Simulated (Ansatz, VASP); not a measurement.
# CaTl2O4 (CaTl2O4 (Cmcm)) in two plane-wave programs, part 2 of 2

Aim: how closely do two programs agree when they are given the same cell, functional and k mesh? The cell is taken from a series of runs on this material, whose earlier steps may have relaxed, scaled, displaced or heated it; both programs get it as it stands.

VASP 6.6.1 and Ansatz 0.2.0.

So far: The structure; VASP: relaxation of cell and atoms, r2SCAN.

## Step 3: Ansatz: relaxation of cell and atoms, r2SCAN

Level of this step: Ansatz beside VASP: Kohn-Sham DFT, plane waves, r2SCAN (Ansatz).

Ansatz runs on its PAW soft_1 files.

The same cell, functional, mesh and smearing now go to Ansatz.

The input, input.yaml:

```yaml
crystal:
  lattice:
    - [1.6701268, -5.5473644, 0.0]
    - [1.6701268, 5.5473644, 0.0]
    - [0.0, 0.0, 10.5127256]
  atoms:
    - { symbol: Ca, position: [0.10912595, 0.89087405, 0.25] }
    - { symbol: Ca, position: [0.89087405, 0.10912595, 0.75] }
    - { symbol: Tl, position: [0.63447416, 0.36552584, 0.57189673] }
    - { symbol: Tl, position: [0.36552584, 0.63447416, 0.42810327] }
    - { symbol: Tl, position: [0.36552584, 0.63447416, 0.07189673] }
    - { symbol: Tl, position: [0.63447416, 0.36552584, 0.92810327] }
    - { symbol: O, position: [0.46178644, 0.53821356, 0.25] }
    - { symbol: O, position: [0.53821356, 0.46178644, 0.75] }
    - { symbol: O, position: [0.0, 0.0, 0.5] }
    - { symbol: O, position: [0.0, 0.0, 0.0] }
    - { symbol: O, position: [0.71975383, 0.28024617, 0.11704] }
    - { symbol: O, position: [0.28024617, 0.71975383, 0.88296] }
    - { symbol: O, position: [0.71975383, 0.28024617, 0.38296] }
    - { symbol: O, position: [0.28024617, 0.71975383, 0.61704] }
basis:
  ecutwfc: 500
  xc_grid: 2
hamiltonian:
  xc: r2scan
  pseudopotentials: { kind: paw, azcp: { folder: soft_1 } }
kpoints:
  mp_grid: { grid: [12, 12, 4] }
scf:
  occupations: { method: fermi_dirac, width: 0.05 }
  max_iter: 150
output:
  forces: true
  stress: true
relax:
  f_tol: 0.01
  max_steps: 60
  cell: {}
checkpoint:
  write: "../r2scan.run"
  compress: false
  write_wavefunctions: false
  write_every: 100000
```

Started as:

```bash
$ ansatz run input.yaml --threads 4 --pin off --max-ram 6594MiB --backend cpu --events-out ev --progress --plain --runs-dir out
```

Numbers of over 12 decimals in the logs are rounded to 6 here.

The program printed:

```text
Engine: ansatz 0.2.0, aarch64-unknown-linux-gnu
Pseudopotentials: kind: paw
Pseudopotential: Ca, paw, valence charge 10, recommended cutoff 500 eV (meta_gga), soft_1/Ca.paw.azcp
Pseudopotential: Tl, paw, valence charge 13, recommended cutoff 500 eV (meta_gga), soft_1/Tl.paw.azcp
Pseudopotential: O, paw, valence charge 6, recommended cutoff 500 eV (meta_gga), soft_1/O.paw.azcp
Functional definition: r2SCAN
  parameter k0 = 0.174
  parameter k1 = 0.065
  parameter a1 = 4.9479
  exchange = r2scan_x(k0 = k0, k1 = k1, a1 = a1)
  correlation = r2scan_c
Crystal: 14 atoms, lattice volume = 194.797 Å³
Basis set: ecut = 500 eV, 4929 PW (Γ), exchange–correlation on 90×90×160 points (8 copies of the dense FFT grid, shifted against one another)
Bands: 74, of which v1, the nominal top of the filled ones, is band 60 counted from 1 (59 counted from 0)
Symmetry: 8 space group operations
Space group: Cmcm (ITA 63), of the structure as read, at distance tolerance 5.8e-5 Å
k-points: 129 of 576
Non-local potential: Ca, projectors of the file, l = 0: 3, l = 1: 2, l = 2: 2
Non-local potential: Tl, projectors of the file, l = 0: 2, l = 1: 2, l = 2: 2, l = 3: 1
Non-local potential: O, projectors of the file, l = 0: 2, l = 1: 2, l = 2: 1
PAW form: soft (Blöchl's): semilocal exchange-correlation on the pseudo side does not see the compensation charge
PAW frozen core: Ca, regenerated for the run's functional (the file was generated under x = pbe(κ = 0.804, μ = 0.219515), c = pbe(β = 0.066725))
PAW frozen core: Tl, regenerated for the run's functional (the file was generated under x = pbe(κ = 0.804, μ = 0.219515), c = pbe(β = 0.066725))
PAW frozen core: O, regenerated for the run's functional (the file was generated under x = pbe(κ = 0.804, μ = 0.219515), c = pbe(β = 0.066725))
PAW one-centre angular grid: Ca, 302 points (default); XC on 160 Gauss nodes
PAW one-centre angular grid: Tl, 590 points (default); XC on 160 Gauss nodes
PAW one-centre angular grid: O, 302 points (default); XC on 160 Gauss nodes
Initial density: superposition of atomic densities (chi_scale 0.1, normalization cell, long waves kept (reshape's long-wave potential 0.01 eV rms))
Initial wavefunctions: pseudopotential atomic-orbital guess
Functional: x = r2scan, c = r2scan; τ floored in thin density (d = 2e-4 eV/Å³)
SCF iter   1: F=—  HF=-54036.253128 eV  |F-HF|=—  |Δ(HF+E_count)|=         —  Δρ=7.31e-2  dr2=1.03e1  dr2_τ=2.73e-1  ethr=3.10e-3  ⟨swp⟩=8.3  Hψ=43686  notcnv=0  defer=202
preconditioner: auto → Resta (q_TF=auto, 2.517 Å⁻¹)  ε∞=4.9  [insulator: Δε(μ)=0.133 eV  Ē_g=14.433 eV  σ=0.050 eV  W_gap=0.56  n_scr=48 (ndim 8)  ℏωp=28.7 eV  f_vac=0.000  D(μ)=0.14/eV (n_scr^D=0)  ε∞_Penn≈4.9]
SCF iter   2: F=—  HF=-54034.323821 eV  |F-HF|=—  |Δ(HF+E_count)|=    1.93e0  Δρ=3.34e-2  dr2=2.56e0  dr2_τ=1.29e-1  ethr=3.10e-3  ⟨swp⟩=2.3  Hψ=19372  notcnv=0  defer=1198
SCF iter   3: F=—  HF=-54033.881083 eV  |F-HF|=—  |Δ(HF+E_count)|=   4.43e-1  Δρ=1.80e-2  dr2=5.59e-1  dr2_τ=8.02e-2  ethr=2.14e-3  ⟨swp⟩=3.0  Hψ=16507  notcnv=0  defer=682
automatic band count: iteration 3 solves 70 bands in place of 74: the levels show a gap, and the empty bands left out lie too high to hold charge; the band table lists the bands solved (type scf.n_extra_bands for more)
SCF iter   4: F=—  HF=-54033.799196 eV  |F-HF|=—  |Δ(HF+E_count)|=   8.19e-2  Δρ=5.95e-3  dr2=6.23e-2  dr2_τ=5.92e-3  ethr=4.66e-4  ⟨swp⟩=2.6  Hψ=15114  notcnv=0  defer=704
SCF iter   5: F=—  HF=-54033.801576 eV  |F-HF|=—  |Δ(HF+E_count)|=   2.38e-3  Δρ=3.62e-3  dr2=2.47e-2  dr2_τ=2.82e-3  ethr=5.19e-5  ⟨swp⟩=2.1  Hψ=15693  notcnv=0  defer=575
automatic band count: iteration 5 solves 69 bands in place of 70: the levels show a gap, and the empty bands left out lie too high to hold charge; the band table lists the bands solved (type scf.n_extra_bands for more)
SCF iter   6: F=—  HF=-54033.799631 eV  |F-HF|=—  |Δ(HF+E_count)|=   1.95e-3  Δρ=7.76e-4  dr2=8.99e-4  dr2_τ=9.81e-5  ethr=2.06e-5  ⟨swp⟩=2.0  Hψ=11801  notcnv=0  defer=575
SCF iter   7: F=—  HF=-54033.799892 eV  |F-HF|=—  |Δ(HF+E_count)|=   2.61e-4  Δρ=3.29e-4  dr2=1.99e-4  dr2_τ=2.08e-5  ethr=7.49e-7  ⟨swp⟩=2.0  Hψ=16122  notcnv=0  defer=575
SCF iter   8: F=—  HF=-54033.799896 eV  |F-HF|=—  |Δ(HF+E_count)|=   4.15e-6  Δρ=1.85e-4  dr2=6.22e-5  dr2_τ=7.00e-6  ethr=1.66e-7  ⟨swp⟩=2.0  Hψ=15034  notcnv=0  defer=575
SCF iter   9: F=—  HF=-54033.799881 eV  |F-HF|=—  |Δ(HF+E_count)|=   1.47e-5  Δρ=4.09e-5  dr2=3.64e-6  dr2_τ=1.25e-7  ethr=5.19e-8  ⟨swp⟩=2.0  Hψ=10470  notcnv=0  defer=575
SCF iter  10: F=—  HF=-54033.799881 eV  |F-HF|=—  |Δ(HF+E_count)|=   3.38e-7  Δρ=7.90e-6  dr2=1.51e-7  dr2_τ=5.40e-9  ethr=3.03e-9  ⟨swp⟩=2.0  Hψ=11437  notcnv=0  defer=575
[...]
automatic band count: iteration 1 solves 69 bands in place of 74: the levels show a gap, and the empty bands left out lie too high to hold charge; the band table lists the bands solved (type scf.n_extra_bands for more)
preconditioner: auto → Resta (q_TF=auto, 2.519 Å⁻¹)  ε∞=5.0  [insulator: Δε(μ)=0.370 eV  Ē_g=14.286 eV  σ=0.050 eV  W_gap=0.92  n_scr=48 (ndim 8)  ℏωp=28.7 eV  f_vac=0.006  D(μ)=0.01/eV (n_scr^D=0)  ε∞_Penn≈5.0]
SCF iter   2: F=—  HF=-54033.801173 eV  |F-HF|=—  |Δ(HF+E_count)|=   2.41e-3  Δρ=3.37e-4  dr2=2.95e-4  dr2_τ=1.06e-5  ethr=5.10e-7  ⟨swp⟩=2.0  Hψ=16644  notcnv=0
SCF iter   3: F=—  HF=-54033.801110 eV  |F-HF|=—  |Δ(HF+E_count)|=   6.33e-5  Δρ=2.02e-4  dr2=8.07e-5  dr2_τ=9.10e-6  ethr=2.46e-7  ⟨swp⟩=2.0  Hψ=14549  notcnv=0
SCF iter   4: F=—  HF=-54033.801095 eV  |F-HF|=—  |Δ(HF+E_count)|=   1.50e-5  Δρ=5.17e-5  dr2=5.26e-6  dr2_τ=7.47e-7  ethr=6.72e-8  ⟨swp⟩=2.0  Hψ=13250  notcnv=0
SCF iter   5: F=—  HF=-54033.801096 eV  |F-HF|=—  |Δ(HF+E_count)|=   1.18e-6  Δρ=2.59e-5  dr2=1.21e-6  dr2_τ=1.27e-7  ethr=4.39e-9  ⟨swp⟩=2.0  Hψ=12062  notcnv=0
SCF iter   6: F=—  HF=-54033.801096 eV  |F-HF|=—  |Δ(HF+E_count)|=   7.26e-8  Δρ=1.93e-5  dr2=6.35e-7  dr2_τ=6.81e-8  ethr=4.37e-10  ⟨swp⟩=5.0  Hψ=29807  notcnv=0
SCF iter   7: F=-54033.801096 eV  HF=-54033.801096 eV  |F-HF|=1.17e-8  |Δ(HF+E_count)|=   8.97e-8  Δρ=3.93e-6  dr2=3.24e-8  dr2_τ=2.54e-9  ethr=4.37e-10  ⟨swp⟩=4.1  Hψ=27530  notcnv=0
SCF 2 converged in 7 iterations: F = -54033.801096 eV  dr2 = 3.24e-8
relax step   2: F+E_penalty+E_count = -54033.80109600 eV  Δ(F+E_penalty+E_count) = -1.215e-3 eV  max|allowed force component| = 9.287e-3 eV/Å  Δτ_max = 0.0051 Å  P = +0.167 GPa  Ω = 193.932 Å³  energy of the carried Pulay correction = +3.610e-4 eV  (7 SCF iters, dr2 threshold 5.24e-7 eV, accepted)
[...]
relax step   3: F+E_penalty+E_count = -54033.80117929 eV  Δ(F+E_penalty+E_count) = -8.329e-5 eV  max|allowed force component| = 4.671e-3 eV/Å  Δτ_max = 0.0020 Å  P = +0.003 GPa  Ω = 194.178 Å³  energy of the carried Pulay correction = +2.583e-4 eV  (6 SCF iters, dr2 threshold 1.03e-7 eV, accepted)
[...]
relax step   4: F+E_penalty+E_count = -54033.80090777 eV  Δ(F+E_penalty+E_count) = +2.715e-4 eV  max|allowed force component| = 4.643e-3 eV/Å  Δτ_max = 0.0000 Å  P = +0.005 GPa  Ω = 194.178 Å³  stress off target by 1.61e-2 GPa  SCF on the basis re-selected at this cell (its energy is not comparable with the rows above)  (5 SCF iters)
basis re-selected at this cell: Δ(F+E_penalty+E_count) = +2.715e-4 eV, ΔP = +0.001 GPa vs the last step (what re-selecting the basis moved, of the pressure what is left beyond the Pulay correction that the steps carried, after the strain that the cell walked since its last selection, with what the two solves' SCF thresholds leave and, on support functions, any second-order correction that the steps lacked; it is no m [...]
SCF converged after 5 iterations
Free energy (F): -54033.800908 eV
Harris-Foulkes:  -54033.800908 eV  (|F-HF|=7.28e-12)
Internal energy: -54033.800736 eV  (E = F + TS)
E sigma→0 (E₀):  -54033.800822 eV
Entropy (-TS):   -0.000172 eV (-0.012 meV/atom)
Fermi energy:    9.185085 eV
--- Per-component energies (eV) ---
  E_band       = -132.017856
  E_kinetic    = 2941.046714
  E_local      = -6522.848919  (includes V_loc(G=0)·N_el)
  E_nonlocal   = 1872.483839
  E_hartree    = 2347.846921
  E_xc         = -1494.515944
  E_vxc        = -1684.277230  (∫ρ·V_xc dr)
  E_paw        = -43950.777807  (= ΣΔE_a)
  E_vpaw       = -1543.381674  (= ΣTr[D̂ρ^β])
  E_aug_tail   = 0.002065  (compensation charges beyond the density's cutoff)
  E_vtau       = 109.263278  (kinetic-family band-sum trace: ∫τ·v_τ [+ j·A + Jᵃ·Aᵃ] dr)
  E_ewald      = -9230.498959
  E_core_change = 3.461354  (= ΣΔE_core)
  E_smearing   = -0.000172  (= −TS)
  E_closure    = 0.000000  (closes the sum)
  Σ components = -54033.800908   (vs F -54033.800908, Δ=0.00e0)
--- Forces (eV/Å), atoms counted from 1 ---
  atom   1  Ca     0.00000000     0.00212343     0.00000000
  atom   2  Ca     0.00000000    -0.00212343     0.00000000
  atom   3  Tl    -0.00000000    -0.00464332    -0.00450528
  atom   4  Tl    -0.00000000     0.00464332     0.00450528
  atom   5  Tl    -0.00000000     0.00464332    -0.00450528
  atom   6  Tl    -0.00000000    -0.00464332     0.00450528
  atom   7  O      0.00000000    -0.00088020     0.00000000
  atom   8  O      0.00000000     0.00088020     0.00000000
  atom   9  O      0.00000000     0.00000000     0.00000000
  atom  10  O      0.00000000     0.00000000     0.00000000
  atom  11  O      0.00000000     0.00030238     0.00158704
  atom  12  O      0.00000000    -0.00030238    -0.00158704
  atom  13  O      0.00000000     0.00030238    -0.00158704
  atom  14  O      0.00000000    -0.00030238     0.00158704
  max |Σ_I F_I| component: 1.04e-17 eV/Å
--- Stress (GPa, compression-positive) ---
       -0.005212       0.000000       0.000000
        0.000000       0.016090       0.000000
        0.000000       0.000000       0.002994
  P = ⅓ Tr σ = 0.0046 GPa (0.046 kbar)
--- Relaxed structure (3 steps of the walk, 3 accepted, 1 SCFs on fresh bases) ---
  F+E_penalty+E_count = -54033.80090777 eV   max|allowed force component| = 4.643e-3 eV/Å   (the final SCF, on the basis selected at the relaxed cell)
  cell:  # Å, volume = 194.1777 Å³
    - [1.668021, -5.539332, 0.0]
    - [1.668021, 5.539332, 0.0]
    - [0.0, 0.0, 10.507765]
  atoms:
    - { symbol: Ca, position: [0.109004, 0.890996, 0.25] }
    - { symbol: Ca, position: [0.890996, 0.109004, 0.75] }
    - { symbol: Tl, position: [0.634474, 0.365526, 0.571982] }
    - { symbol: Tl, position: [0.365526, 0.634474, 0.428018] }
    - { symbol: Tl, position: [0.365526, 0.634474, 0.071982] }
    - { symbol: Tl, position: [0.634474, 0.365526, 0.928018] }
    - { symbol: O, position: [0.461929, 0.538071, 0.25] }
    - { symbol: O, position: [0.538071, 0.461929, 0.75] }
    - { symbol: O, position: [0, 0, 0.5] }
    - { symbol: O, position: [0, 0, 0] }
    - { symbol: O, position: [0.719456, 0.280544, 0.116988] }
    - { symbol: O, position: [0.280544, 0.719456, 0.883012] }
    - { symbol: O, position: [0.719456, 0.280544, 0.383012] }
    - { symbol: O, position: [0.280544, 0.719456, 0.616988] }
```

## Step 4: Differences

Known differences besides the potentials themselves: VASP keeps PBE cores, Ansatz makes them for the functional; the cutoff is 500 eV in Ansatz and 660 eV in VASP; Ansatz adds a Pulay correction to the stress that steers its cell, VASP none; in our runs with r2SCAN, forces from VASP's data set Ca_sv part from Ansatz's all-electron ones, so neither program is the reference here. Total energies have different zeros and are not compared.

The two programs side by side:

```csv
quantity,Ansatz,VASP,difference
volume (Å³),194.18,194.86,-0.35 %
"edge a after relaxation, in the typed setting (Å)",5.785,5.793,-0.14 %
"edge c after relaxation, in the typed setting (Å)",10.508,10.515,-0.07 %
```

## Step 5: Summary of results

```json
{
 "difference in volume (relaxation of cell and atoms, r2SCAN)": "-0.35 %"
}
```

The difference in volume is -0.35 % (relaxation of cell and atoms, r2SCAN), within the 1.2 % picked in this series as the mark of a large difference, as far as the stopping tolerances let one tell. How closely two codes agree says nothing of how well the functional describes the real material.

[Lines on the potential files, build, host, timing and source positions are cut from VASP's logs without a mark.]

[Logs are printed without paths, hosts, clocks, repeated set-up lines and the standing remarks that a program may print on its own settings, such as how far it seeks lower states.]

[Hosts, paths, dates, database ids (printed as entryN), source tags and the programs' standing remarks are cut or masked in the printed files.]
